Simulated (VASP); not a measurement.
Output of a VASP run:

### OUTCAR
```
 ion  position               nearest neighbor table
   1  0.000  0.000  0.000-   2 2.70   2 2.70   2 2.70   2 2.70   2 2.70   2 2.70   2 2.70   2 2.70
  LATTYP: Found a simple tetragonal cell.
 ALAT       =     2.8000000000
 C/A-ratio  =     1.3107142857
 Subroutine PRICEL returns:
 Original cell was already a primitive cell.
 Subroutine GETGRP returns: Found 16 space group operations
The static configuration has the point symmetry D_4h.
The dynamic configuration has the point symmetry D_4h.
 Subroutine INISYM returns: Found 16 space group operations
 Subroutine IBZKPT returns following result:
 Found    140 irreducible k-points:

 Following reciprocal coordinates:
            Coordinates               Weight
  0.000000  0.000000  0.000000      1.000000
  0.083333  0.000000  0.000000      4.000000
  0.166667  0.000000  0.000000      4.000000
  0.250000  0.000000  0.000000      4.000000
  0.333333  0.000000  0.000000      4.000000
  0.416667  0.000000  0.000000      4.000000
  0.500000  0.000000  0.000000      2.000000
  0.083333  0.083333  0.000000      4.000000
  0.166667  0.083333  0.000000      8.000000
  0.250000  0.083333  0.000000      8.000000
  0.333333  0.083333  0.000000      8.000000
  0.416667  0.083333  0.000000      8.000000
  0.500000  0.083333  0.000000      4.000000
  0.166667  0.166667  0.000000      4.000000
  0.250000  0.166667  0.000000      8.000000
  0.333333  0.166667  0.000000      8.000000
  0.416667  0.166667  0.000000      8.000000
  0.500000  0.166667  0.000000      4.000000
  0.250000  0.250000  0.000000      4.000000
  0.333333  0.250000  0.000000      8.000000
  0.416667  0.250000  0.000000      8.000000
  0.500000  0.250000  0.000000      4.000000
  0.333333  0.333333  0.000000      4.000000
  0.416667  0.333333  0.000000      8.000000
  0.500000  0.333333  0.000000      4.000000
  0.416667  0.416667  0.000000      4.000000
  0.500000  0.416667  0.000000      4.000000
  0.500000  0.500000  0.000000      1.000000
  0.000000  0.000000  0.111111      2.000000
  0.083333  0.000000  0.111111      8.000000
  0.166667  0.000000  0.111111      8.000000
  0.250000  0.000000  0.111111      8.000000
  0.333333  0.000000  0.111111      8.000000
  0.416667  0.000000  0.111111      8.000000
  0.500000  0.000000  0.111111      4.000000
  0.083333  0.083333  0.111111      8.000000
  0.166667  0.083333  0.111111     16.000000
  0.250000  0.083333  0.111111     16.000000
  0.333333  0.083333  0.111111     16.000000
  0.416667  0.083333  0.111111     16.000000
   k-points           NKPTS =    140   k-points in BZ     NKDIM =    140   number of bands    NBANDS=     15
   number of dos      NEDOS =    301   number of ions     NIONS =      2
   total plane-waves  NPLWV =  16128
   dimension x,y,z NGX =    24 NGY =   24 NGZ =   28
   dimension x,y,z NGXF=    48 NGYF=   48 NGZF=   56
   ions per type =               1   1
   PREC   = accura    normal or accurate (medium, high low for compatibility)
   ISTART =      0    job   : 0-new  1-cont  2-samecut
   ICHARG =      2    charge: 1-file 2-atom 10-const
   ISPIN  =      1    spin polarized calculation?
   LNONCOLLINEAR =      F non collinear calculations
   LSORBIT =      F    spin-orbit coupling
   INIWAV =      1    electr: 0-lowe 1-rand  2-diag
   ENCUT  =  520.0 eV  38.22 Ry    6.18 a.u.   5.21  5.21  6.82*2*pi/ulx,y,z
   NELM   =    100;   NELMIN=  2; NELMDL= -5     # of ELM steps
   EDIFF  = 0.1E-05   stopping-criterion for ELM
   LREAL  =      F    real-space projection
   NLSPLINE    = F    spline interpolate recip. space projectors
   LMAXMIX     =    6 max onsite mixed and CHGCAR
   VOSKOWN=      0    Vosko Wilk Nusair interpolation
   EDIFFG = -.1E-01   stopping-criterion for IOM
   NSW    =     60    number of steps for IOM
   NBLOCK =      1;   KBLOCK =     60    inner block; outer block
   IBRION =      2    ionic relax: 0-MD 1-quasi-New 2-CG
...
```

### OSZICAR
```
...
DAV:   7    -0.703243500869E+01   -0.45189E-06   -0.14402E-06  3322   0.166E-02
   8 F= -.82789372E+01 E0= -.82789237E+01  d E =-.998773E-03
       N       E                     dE             d eps       ncg     rms          rms(c)
DAV:   1    -0.703809829968E+01   -0.56637E-02   -0.36358E-02  4328   0.408E+00    0.368E-01
DAV:   2    -0.703675499721E+01    0.13433E-02   -0.17939E-02  4222   0.438E+00    0.210E-01
DAV:   3    -0.703590632625E+01    0.84867E-03   -0.72097E-03  4462   0.318E+00    0.135E-01
DAV:   4    -0.703579862013E+01    0.10771E-03   -0.34530E-04  5805   0.597E-01    0.707E-02
DAV:   5    -0.703577482668E+01    0.23793E-04   -0.84081E-05  6255   0.292E-01    0.160E-02
DAV:   6    -0.703577313071E+01    0.16960E-05   -0.13305E-05  6404   0.902E-02    0.152E-03
DAV:   7    -0.703577324111E+01   -0.11040E-06   -0.24304E-07  2191   0.741E-03
   9 F= -.82789642E+01 E0= -.82789622E+01  d E =-.102571E-02
       N       E                     dE             d eps       ncg     rms          rms(c)
DAV:   1    -0.703510066067E+01    0.67247E-03   -0.23019E-03  4341   0.103E+00    0.933E-02
DAV:   2    -0.703501860850E+01    0.82052E-04   -0.11725E-03  4257   0.112E+00    0.550E-02
DAV:   3    -0.703496103694E+01    0.57572E-04   -0.46935E-04  4483   0.828E-01    0.337E-02
DAV:   4    -0.703495497002E+01    0.60669E-05   -0.21897E-05  5915   0.146E-01    0.180E-02
DAV:   5    -0.703495418897E+01    0.78106E-06   -0.55691E-06  4794   0.774E-02
  10 F= -.82789759E+01 E0= -.82789707E+01  d E =-.103740E-02
       N       E                     dE             d eps       ncg     rms          rms(c)
DAV:   1    -0.703499273018E+01   -0.37760E-04   -0.13718E-03  4592   0.352E-01    0.337E-02
DAV:   2    -0.703497570432E+01    0.17026E-04   -0.19453E-05  6269   0.109E-01    0.198E-02
DAV:   3    -0.703496959498E+01    0.61093E-05   -0.19881E-05  5463   0.156E-01    0.128E-02
DAV:   4    -0.703496716360E+01    0.24314E-05   -0.10374E-05  5106   0.116E-01    0.258E-03
DAV:   5    -0.703496717381E+01   -0.10210E-07   -0.27672E-07  2205   0.880E-03
  11 F= -.82789972E+01 E0= -.82789977E+01  d E =-.212926E-04
       N       E                     dE             d eps       ncg     rms          rms(c)
DAV:   1    -0.703522458040E+01   -0.25742E-03   -0.12325E-02  4571   0.106E+00    0.101E-01
DAV:   2    -0.703507344788E+01    0.15113E-03   -0.17598E-04  6175   0.324E-01    0.590E-02
DAV:   3    -0.703501550462E+01    0.57943E-04   -0.16896E-04  5573   0.447E-01    0.364E-02
DAV:   4    -0.703499683198E+01    0.18673E-04   -0.85018E-05  5236   0.333E-01    0.774E-03
DAV:   5    -0.703499695396E+01   -0.12198E-06   -0.26161E-06  3464   0.232E-02
  12 F= -.82790535E+01 E0= -.82790681E+01  d E =-.776493E-04
       N       E                     dE             d eps       ncg     rms          rms(c)
DAV:   1    -0.703591738546E+01   -0.92055E-03   -0.49397E-02  4557   0.212E+00    0.202E-01
DAV:   2    -0.703530999946E+01    0.60739E-03   -0.71191E-04  6170   0.654E-01    0.118E-01
DAV:   3    -0.703507290215E+01    0.23710E-03   -0.66754E-04  5637   0.882E-01    0.712E-02
DAV:   4    -0.703500130906E+01    0.71593E-04   -0.33226E-04  5179   0.660E-01    0.153E-02
DAV:   5    -0.703500191426E+01   -0.60520E-06   -0.11566E-05  5537   0.450E-02    0.958E-03
DAV:   6    -0.703500187751E+01    0.36757E-07   -0.91502E-07  2688   0.260E-02
  13 F= -.82791190E+01 E0= -.82791442E+01  d E =-.143168E-03
```

OUTCAR:
```
------------------------ aborting loop because EDIFF is reached ----------------------------------------
 Edisp (eV)   -1.24412
  FORCE on cell =-STRESS in cart. coord.  units (eV):
  Direction    XX          YY          ZZ          XY          YZ          ZX
  --------------------------------------------------------------------------------------
  Total       0.00771     0.00771    -0.00575     0.00000     0.00000    -0.00000
  in kB       0.43084     0.43084    -0.32140     0.00000     0.00000    -0.00000
  external pressure =        0.18 kB  Pullay stress =        0.00 kB
  volume of cell :       28.69
      direct lattice vectors                 reciprocal lattice vectors
     2.844403249  0.000000000 -0.000000000     0.351567592 -0.000000000 -0.000000000
     0.000000000  2.844403249 -0.000000000     0.000000000  0.351567592  0.000000000
     0.000000000 -0.000000000  3.545806492     0.000000000  0.000000000  0.282023286
 POSITION                                       TOTAL-FORCE (eV/Angst)
 -----------------------------------------------------------------------------------
      0.00000      2.84440     -0.00000         0.000000     -0.000000      0.000000
      1.42220      1.42220      1.77290        -0.000000      0.000000      0.000000
 -----------------------------------------------------------------------------------
    total drift:                                0.000000      0.000000     -0.000000
  FREE ENERGIE OF THE ION-ELECTRON SYSTEM (eV)
  ---------------------------------------------------
  free  energy   TOTEN  =        -8.2791190424 eV

  energy  without entropy=       -8.2791945908  energy(sigma->0) =       -8.27914423

 reached required accuracy - stopping structural energy minimisation
```
(Selected blocks of OUTCAR.)

### POSCAR
```
CuAu
1
    2.8000000000     0.0000000000     0.0000000000
    0.0000000000     2.8000000000     0.0000000000
    0.0000000000     0.0000000000     3.6700000000
Cu Au
1 1
Direct
  0.0000000000   0.0000000000   0.0000000000
  0.5000000000   0.5000000000   0.5000000000
```

Task: Write an INCAR and KPOINTS that could have produced this output.

Result: One answer among several that fit: the input of the run itself, PBE GGA with D3 dispersion (Becke-Johnson damping), plane waves, VASP's PBE PAW potentials (set 64).

### INCAR
```
# general
SYSTEM =CuAu
PREC   =Accurate
ENCUT  =520
LREAL  =F
LASPH  =T

# electronic loop
EDIFF  =1E-6
NELM   =100
ALGO   =Normal
LMAXMIX=6

# smearing
ISMEAR =1
SIGMA  =0.1

# functional
GGA    =PE
IVDW   =12

# ions
IBRION =2
NSW    =60
ISIF   =3
EDIFFG =-0.01

# output
LWAVE  =F
LCHARG =F
```

### KPOINTS
```
Automatic mesh
0
Gamma
12 12 9
0 0 0
```

POTCAR, in this order: Cu Au (PBE.64 set). Program: vasp_std.

The compound is CuAu in the L1_0 structure. This run relaxes it. Symmetry was kept, so distortions that lower it aren't found.
